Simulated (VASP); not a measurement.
Input:

```
LiRb3
1.0
    0.00000     5.08707     5.08707
    5.08707     0.00000     5.08707
    5.08707     5.08707     0.00000
Rb Li
3 1
Direct
  0.25000   0.25000   0.25000
  0.75000   0.75000   0.75000
  0.50000   0.50000   0.50000
  0.00000   0.00000   0.00000
```

These are PBEsol GGA, VASP's PBE PAW potentials (set 64) (plane waves; VASP) values and carry that method's errors. Run with 520 eV cut-off, 5×5×5 Γ-centred mesh, first-order Methfessel-Paxton smearing of 0.10 eV, potentials Rb_sv Li_sv.

Task: Predict the energy per atom (σ→0), band gap (on the k-mesh) with the smallest direct gap where there is one.

Result: 
| Item | Value |
|---|---|
| band gap (on the k-mesh) | none (metal, semimetal or under 0.01 eV) |
| energy per atom (σ→0) | -1142 meV/atom |

Total energies compare only between runs with the same potentials, cut-off and functional.

The structure comes from a computed database's Rb3Li entry (Fm-3m); how it stands against other phases isn't given here. It was relaxed first. The start is the result of an earlier pass.
